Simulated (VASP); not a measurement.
Input:

```
CELL_PARAMETERS angstrom
      1.95294    -3.38258     0.00000
      1.95294     3.38258     0.00000
      0.00000     0.00000     5.05588
ATOMIC_POSITIONS crystal
  Ni 0.00000 0.00000 0.50000
  Ni 0.00000 0.00000 0.00000
  Sb 0.33333 0.66667 0.25000
  Sb 0.66667 0.33333 0.75000
```

Calculation: revTPSS meta-GGA, VASP's PBE PAW potentials (set 64) (plane waves; VASP). Settings: 520 eV cut-off, 10×10×7 Γ-centred mesh, tetrahedra with Blöchl corrections, potentials Ni Sb.

Unless said otherwise, spin-orbit coupling is left out, though it shifts the bands of the heavy elements here.

Predict the energy per atom (σ→0), band gap (over mesh and band path) with the smallest direct gap where there is one.

| Item | Value |
|---|---|
| band gap (over mesh and band path) | none (metal, semimetal or under 0.01 eV) |
| energy per atom (σ→0) | 6.119 eV/atom |

The absolute energy has meaning only against runs of the same code, potentials and settings.

The compound is NiSb in the NiAs type structure. It was relaxed first. The run is not spin-polarised, so no magnetic state was tried.
